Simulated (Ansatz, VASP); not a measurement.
# Cross-check of Ni (Ni wire along [110], 4 atoms a period) between VASP and Ansatz

Aim: how closely do two programs agree when they are given the same cell, functional and k mesh? Of the first pair: The structure shown is the start of the Ansatz relaxation below; VASP solves that cell, so the two are compared at the walk's first step.

Main program and level: Ansatz 0.2.0; plane waves, with VASP 6.6.1 beside it; single point at PBE.

**1. Starting point**

The cell holds 4 atoms: 4 Ni. Its edges and angles: a = 10.320 Å, b = 9.289 Å, c = 2.489 Å, α = 90.0°, β = 90.0°, γ = 90.0°. Vacuum lies along a and b. The structure's axis is c.

**2. Ansatz: relaxation, PBE**

Ansatz runs on its PAW soft_1 files.

The two programs are compared at the cell with which this relaxation starts, whose forces are those of its first step.

Input file input.yaml:

```yaml
crystal:
  lattice:
    - [10.32, 0.0, 0.0]
    - [0.0, 9.289, 0.0]
    - [0.0, 0.0, 2.4890158698]
  atoms:
    - { symbol: Ni, position: [0.329457364, 0.500000854, 0.0], spin: 0.8 }
    - { symbol: Ni, position: [0.670542636, 0.500000854, 0.0], spin: 0.8 }
    - { symbol: Ni, position: [0.5, 0.36602433, 0.5], spin: 0.8 }
    - { symbol: Ni, position: [0.5, 0.633977379, 0.5], spin: 0.8 }
magnetization:
  spin_polarized: true
kpoints:
  mp_grid: { grid: [1, 1, 33] }
scf:
  occupations: { method: fermi_dirac, width: 0.05 }
hamiltonian:
  xc: pbe
  pseudopotentials: { kind: paw, azcp: { folder: soft_1 } }
relax:
  cell: { fix: [a, b, alpha, beta, gamma] }
  max_steps: 45
  f_tol: 0.03
```

The run is started by

```sh
$ ansatz run input.yaml --threads 4 --pin off --max-ram 16384MiB --backend cpu --events-out ev --progress --plain --runs-dir out
```

Numbers of over 12 decimals in the logs are rounded to 6 here.

The program printed:

```text
Engine: ansatz 0.2.0, aarch64-unknown-linux-gnu
Pseudopotentials: kind: paw
Pseudopotential: Ni, paw, valence charge 18, recommended cutoff 420 eV (normal), soft_1/Ni.paw.azcp
Functional definition: PBE
  parameter kappa = 0.804
  parameter beta = 0.066725
  exchange = pbe_x(kappa = kappa, mu = beta*pi^2/3)
  correlation = pbe_c(beta = beta)
Crystal: 4 atoms, lattice volume = 238.603 Å³
Basis set: ecut = 420 eV, 4661 PW (Γ), exchange–correlation on 144×128×36 points (8 copies of the dense FFT grid, shifted against one another)
Bands: 46, of which v1, the nominal top of the filled ones, is band 36 counted from 1 (35 counted from 0)
Symmetry: 8 space group operations
Space group: Pmmm (ITA 47), of the structure as read, at distance tolerance 6.2e-5 Å
Magnetic group: BNS 47.249 (UNI 347), of the structure as read, at distance tolerance 6.2e-5 Å
k-points: 17 of 33
Non-local potential: Ni, projectors of the file, l = 0: 3, l = 1: 2, l = 2: 3, l = 3: 1
PAW form: soft (Blöchl's): semilocal exchange-correlation on the pseudo side does not see the compensation charge
PAW one-centre angular grid: Ni, 590 points (default); XC on 64 Gauss nodes
Initial density: superposition of atomic densities (neutral atoms: chi_scale 0, normalization atom)
Starting moments: Σ|m| = 3.2 μB on 4 of 4 sites
Initial wavefunctions: pseudopotential atomic-orbital guess
Functional: x = pbe(κ = 0.804, μ = 0.219515), c = pbe(β = 0.066725)
SCF iter   1: F=—  HF=-23349.284074 eV  |F-HF|=—  |Δ(HF+E_count)|=         —  Δρ=2.55e-2 (↑2.55e-2 ↓1.43e-2)  dr2=7.40e0  dr2_m=2.82e-1  M=3.460 μB ∫|m|=3.576 μB  β_m=0.30  ethr=3.10e-3  ⟨swp⟩=8.9  Hψ=7173  notcnv=0  defer=7
Mixer restart at iter 1: flushing history
preconditioner: auto → LDOS  [metal: Δε(μ)=0.008 eV  Ē_g=5.647 eV  σ=0.050 eV  W_gap=0.04  n_scr=36 (ndim 8)  ℏωp=15.2 eV  f_vac=0.651  D(μ)=14.09/eV (n_scr^D=148)]
spin=Collinear: LDOS preconditioning applied to the charge; magnetization (m = ρ↑ − ρ↓) channel mixes plain (no charge-response kernel on spin).
SCF iter   2: F=—  HF=-23350.463139 eV  |F-HF|=—  |Δ(HF+E_count)|=    1.18e0  Δρ=1.77e-2 (↑1.77e-2 ↓8.21e-3)  dr2=1.64e0  dr2_m=2.19e-1  M=3.534 μB ∫|m|=3.703 μB  β_m=0.43  ethr=3.10e-3  ⟨swp⟩=3.0  Hψ=2825  notcnv=0  defer=81
SCF iter   3: F=—  HF=-23352.672548 eV  |F-HF|=—  |Δ(HF+E_count)|=    2.21e0  Δρ=6.78e-3 (↑5.10e-3 ↓6.78e-3)  dr2=8.32e-2  dr2_m=6.01e-2  M=3.541 μB ∫|m|=3.819 μB  β_m=0.57  ethr=2.28e-3  ⟨swp⟩=3.2  Hψ=2615  notcnv=0  defer=75
SCF iter   4: F=—  HF=-23353.306664 eV  |F-HF|=—  |Δ(HF+E_count)|=         —  Δρ=4.78e-3 (↑3.69e-3 ↓4.78e-3)  dr2=1.05e-1  dr2_m=3.02e-3  M=3.423 μB ∫|m|=3.759 μB  β_m=0.57  ethr=1.16e-4  ⟨swp⟩=3.4  Hψ=2857  notcnv=0  defer=67
SCF iter   5: F=—  HF=-23353.410020 eV  |F-HF|=—  |Δ(HF+E_count)|=   1.03e-1  Δρ=2.63e-3 (↑2.63e-3 ↓1.16e-3)  dr2=1.03e-2  dr2_m=4.33e-3  M=3.399 μB ∫|m|=3.767 μB  β_m=0.58  ethr=1.16e-4  ⟨swp⟩=3.5  Hψ=3224  notcnv=0  defer=71
SCF iter   6: F=—  HF=-23353.404799 eV  |F-HF|=—  |Δ(HF+E_count)|=   5.22e-3  Δρ=1.75e-3 (↑3.77e-4 ↓1.75e-3)  dr2=4.10e-3  dr2_m=1.96e-3  M=3.387 μB ∫|m|=3.748 μB  β_m=0.79  ethr=1.42e-5  ⟨swp⟩=2.6  Hψ=3116  notcnv=0  defer=77
SCF iter   7: F=—  HF=-23353.408870 eV  |F-HF|=—  |Δ(HF+E_count)|=   4.07e-3  Δρ=5.64e-4 (↑2.94e-4 ↓5.64e-4)  dr2=7.95e-4  dr2_m=1.19e-4  M=3.387 μB ∫|m|=3.746 μB  β_m=0.70  ethr=5.69e-6  ⟨swp⟩=2.0  Hψ=2504  notcnv=0  defer=77
SCF iter   8: F=—  HF=-23353.409304 eV  |F-HF|=—  |Δ(HF+E_count)|=   4.34e-4  Δρ=2.73e-4 (↑7.64e-5 ↓2.73e-4)  dr2=1.24e-4  dr2_m=3.49e-5  M=3.386 μB ∫|m|=3.746 μB  β_m=0.82  ethr=1.10e-6  ⟨swp⟩=2.1  Hψ=2578  notcnv=0  defer=77
SCF iter   9: F=—  HF=-23353.409322 eV  |F-HF|=—  |Δ(HF+E_count)|=   1.78e-5  Δρ=1.27e-4 (↑4.06e-5 ↓1.27e-4)  dr2=1.62e-5  dr2_m=9.42e-6  M=3.386 μB ∫|m|=3.746 μB  β_m=0.88  ethr=1.73e-7  ⟨swp⟩=2.0  Hψ=2366  notcnv=0  defer=77
[...]
preconditioner: auto → LDOS  [metal: Δε(μ)=0.012 eV  Ē_g=5.869 eV  σ=0.050 eV  W_gap=0.06  n_scr=16 (ndim 8)  ℏωp=15.6 eV  f_vac=0.688  D(μ)=7.20/eV (n_scr^D=44)]
spin=Collinear: LDOS preconditioning applied to the charge; magnetization (m = ρ↑ − ρ↓) channel mixes plain (no charge-response kernel on spin).
[...]
SCF 5 converged in 8 iterations: F = -23353.704827 eV  dr2 = 1.14e-9
relax step   5: F+E_penalty+E_count = -23353.70482691 eV  Δ(F+E_penalty+E_count) = -5.148e-5 eV  max|allowed force component| = 1.917e-3 eV/Å  Δτ_max = 0.0003 Å  P = +0.036 GPa  Ω = 227.567 Å³  energy of the carried Pulay correction = +1.285e-3 eV  fix = [a, b, alpha, beta, gamma]  reactions: a +0.047, b +0.070 GPa  (8 SCF iters, dr2 threshold 7.53e-9 eV, accepted)
Basis set: ecut = 420 eV, 4399 PW (Γ), exchange–correlation on 144×128×32 points (8 copies of the dense FFT grid, shifted against one another)
Initial wavefunctions: pseudopotential atomic-orbital guess (no wavefunctions were taken with the density)
[...]
eigensolver tolerance schedule: the retry pair's looser diagonalisation over-reported the residual by 83.95 of it (diagonalisation noise at 0.28 of the residual, at the tolerance the schedule requests for it); recorded, not acted on — ethr = c·dr2/N_el stays at c = 1.0e-1
preconditioner: auto → LDOS  [metal: Δε(μ)=0.012 eV  Ē_g=5.867 eV  σ=0.050 eV  W_gap=0.06  n_scr=16 (ndim 8)  ℏωp=15.6 eV  f_vac=0.688  D(μ)=7.20/eV (n_scr^D=44)]
spin=Collinear: LDOS preconditioning applied to the charge; magnetization (m = ρ↑ − ρ↓) channel mixes plain (no charge-response kernel on spin).
SCF iter   2: F=—  HF=-23353.702875 eV  |F-HF|=—  |Δ(HF+E_count)|=   4.22e-5  Δρ=5.15e-5 (↑5.15e-5 ↓4.67e-5)  dr2=2.18e-5  dr2_m=4.26e-8  M=3.310 μB ∫|m|=3.642 μB  β_m=0.60  ethr=9.46e-8  ⟨swp⟩=2.0  Hψ=1998  notcnv=0
SCF iter   3: F=—  HF=-23353.702874 eV  |F-HF|=—  |Δ(HF+E_count)|=   7.86e-7  Δρ=2.60e-5 (↑2.60e-5 ↓2.27e-5)  dr2=1.20e-6  dr2_m=9.42e-7  M=3.310 μB ∫|m|=3.641 μB  β_m=0.80  ethr=3.02e-8  ⟨swp⟩=1.1  Hψ=1579  notcnv=0
SCF iter   4: F=—  HF=-23353.702876 eV  |F-HF|=—  |Δ(HF+E_count)|=   1.34e-6  Δρ=1.60e-5 (↑1.60e-5 ↓8.25e-6)  dr2=1.97e-6  dr2_m=8.24e-8  M=3.309 μB ∫|m|=3.640 μB  β_m=0.71  ethr=1.67e-9  ⟨swp⟩=2.7  Hψ=3181  notcnv=0
SCF iter   5: F=—  HF=-23353.702875 eV  |F-HF|=—  |Δ(HF+E_count)|=   3.87e-7  Δρ=3.90e-6 (↑3.01e-6 ↓3.90e-6)  dr2=4.64e-8  dr2_m=9.17e-9  M=3.309 μB ∫|m|=3.640 μB  β_m=0.69  ethr=1.67e-9  ⟨swp⟩=2.0  Hψ=2255  notcnv=0
SCF iter   6: F=—  HF=-23353.702875 eV  |F-HF|=—  |Δ(HF+E_count)|=   1.59e-8  Δρ=2.22e-6 (↑8.72e-7 ↓2.22e-6)  dr2=1.06e-8  dr2_m=1.99e-9  M=3.309 μB ∫|m|=3.640 μB  β_m=0.68  ethr=6.44e-11  ⟨swp⟩=2.7  Hψ=2982  notcnv=0
SCF iter   7: F=—  HF=-23353.702875 eV  |F-HF|=—  |Δ(HF+E_count)|=   8.54e-9  Δρ=8.75e-7 (↑8.75e-7 ↓7.51e-7)  dr2=2.10e-9  dr2_m=3.31e-10  M=3.309 μB ∫|m|=3.640 μB  β_m=0.77  ethr=1.48e-11  ⟨swp⟩=2.1  Hψ=2568  notcnv=0
SCF iter   8: F=—  HF=-23353.702875 eV  |F-HF|=—  |Δ(HF+E_count)|=   1.88e-8  Δρ=7.88e-7 (↑5.79e-7 ↓7.88e-7)  dr2=2.18e-9  dr2_m=1.13e-10  M=3.309 μB ∫|m|=3.640 μB  β_m=0.62  ethr=2.92e-12  ⟨swp⟩=2.4  Hψ=2833  notcnv=0
SCF iter   9: F=—  HF=-23353.702875 eV  |F-HF|=—  |Δ(HF+E_count)|=  6.37e-10  Δρ=2.89e-7 (↑1.51e-7 ↓2.89e-7)  dr2=2.30e-10  dr2_m=3.40e-11  M=3.309 μB ∫|m|=3.640 μB  β_m=0.79  ethr=2.92e-12  ⟨swp⟩=2.0  Hψ=2222  notcnv=0
SCF iter  10: F=—  HF=-23353.702875 eV  |F-HF|=—  |Δ(HF+E_count)|=  2.55e-11  Δρ=9.08e-8 (↑8.94e-8 ↓9.08e-8)  dr2=4.00e-11  dr2_m=1.17e-12  M=3.309 μB ∫|m|=3.640 μB  β_m=0.72  ethr=1.00e-12  ⟨swp⟩=2.1  Hψ=2070  notcnv=0
SCF iter  11: F=-23353.702875 eV  HF=-23353.702875 eV  |F-HF|=1.46e-11  |Δ(HF+E_count)|=  7.28e-12  Δρ=5.79e-8 (↑3.42e-8 ↓5.79e-8)  dr2=1.32e-11  dr2_m=5.28e-13  M=3.309 μB ∫|m|=3.640 μB  ethr=1.00e-12  ⟨swp⟩=3.9  Hψ=5607  notcnv=0
SCF 6 converged in 11 iterations: F = -23353.702875 eV  dr2 = 1.32e-11
relax step   6: F+E_penalty+E_count = -23353.70287510 eV  Δ(F+E_penalty+E_count) = +1.952e-3 eV  max|allowed force component| = 2.048e-3 eV/Å  Δτ_max = 0.0000 Å  P = +0.045 GPa  Ω = 227.567 Å³  fix = [a, b, alpha, beta, gamma]  reactions: a +0.053, b +0.074 GPa  stress off target by 7.23e-3 GPa on what of the cell is left free  SCF on the basis re-selected at this cell (its energy is not comparable with the rows above)  (11 SCF iters)
basis re-selected at this cell: Δ(F+E_penalty+E_count) = +1.952e-3 eV, ΔP = +0.008 GPa vs the last step (what re-selecting the basis moved, of the pressure what is left beyond the Pulay correction that the steps carried, after the strain that the cell walked since its last selection, with what the two solves' SCF thresholds leave and, on support functions, any second-order correction that the steps lacked; it is no measure of the basis error at this ecutwfc). The dense FFT grid was sized anew with the basis: this SCF ran on 72×64×16 points, the steps before it on 72×64×18, so part of this shift can come from that change (see relax.cell in the input reference). [rest of the remark cut]
SCF converged after 11 iterations
Magnetization: 3.3093 μB (37.6547 up, 34.3453 down)
Absolute magnetization: 3.6438 μB (∫|ρ↑−ρ↓|, with the PAW one-centre terms)
Spin contamination: 0.0456 ħ² per cell (⟨S²⟩ above its minimum at these occupations)
Per-site moments (μB) at R_I (Å): [(0.812015, 0.979230), (0.812015, 0.979230), (0.866297, 0.952537), (0.866297, 0.952537)]
Free energy (F): -23353.702875 eV
Harris-Foulkes:  -23353.702875 eV  (|F-HF|=1.46e-11)
Internal energy: -23353.642174 eV  (E = F + TS)
E sigma→0 (E₀):  -23353.672524 eV
Entropy (-TS):   -0.060701 eV (-15.175 meV/atom)
Fermi energy:    -0.116901 eV
--- Per-component energies (eV) ---
  E_band       = -2434.099999
  E_kinetic    = 1353.282148
  E_local      = -44675.558894  (includes V_loc(G=0)·N_el)
  E_nonlocal   = -457.250854
  E_hartree    = 22169.359515
  E_xc         = -443.544031
  E_vxc        = -571.450794  (∫ρ·V_xc dr)
  E_paw        = -6641.088053  (= ΣΔE_a)
  E_vpaw       = -2421.843804  (= ΣTr[D̂ρ^β])
  E_aug_tail   = 0.003752  (compensation charges beyond the density's cutoff)
  E_ewald      = 5341.154242
  E_smearing   = -0.060701  (= −TS)
  E_closure    = -0.000000  (closes the sum)
  Σ components = -23353.702875   (vs F -23353.702875, Δ=0.00e0)
--- Forces (eV/Å), atoms counted from 1 ---
  atom   1  Ni    -0.00027821     0.00000000    -0.00000000
  atom   2  Ni     0.00027821    -0.00000000     0.00000000
  atom   3  Ni    -0.00000000    -0.00204795    -0.00000000
  atom   4  Ni     0.00000000     0.00204795     0.00000000
  max |Σ_I F_I| component: 2.02e-28 eV/Å
--- Stress (GPa, compression-positive) ---
        0.052531       0.000000       0.000000
        0.000000       0.074162       0.000000
        0.000000       0.000000       0.007234
  P = ⅓ Tr σ = 0.0446 GPa (0.446 kbar)
--- Relaxed structure (5 steps of the walk, 5 accepted, 1 SCFs on fresh bases) ---
  F+E_penalty+E_count = -23353.70287510 eV   max|allowed force component| = 2.048e-3 eV/Å   (the final SCF, on the basis selected at the relaxed cell)
  cell:  # Å, volume = 227.5671 Å³
    - [10.32, 0, 0]
    - [0, 9.289, 0]
    - [0, 0, 2.373891]
  atoms:
    - { symbol: Ni, position: [0.332255, 0.5, -6.439928906840732e-19] }
    - { symbol: Ni, position: [0.667745, 0.5, 6.439928906840732e-19] }
    - { symbol: Ni, position: [0.5, 0.375703, 0.500000] }
    - { symbol: Ni, position: [0.5, 0.624297, 0.500000] }
```

Reading the cycles: dr2 is the Hartree energy of the density residual (eV), the measure of convergence; HF is the Harris–Foulkes estimate of the energy, which meets the free energy F at convergence.

(Part 1 of 2 ends here.)

[Lines on the potential files, build, host, timing and source positions are cut from VASP's logs without a mark.]

[Logs are printed without paths, hosts, clocks, repeated set-up lines and the standing remarks that a program may print on its own settings, such as how far it seeks lower states.]

[Hosts, paths, dates, database ids (printed as entryN), source tags and the programs' standing remarks are cut or masked in the printed files.]
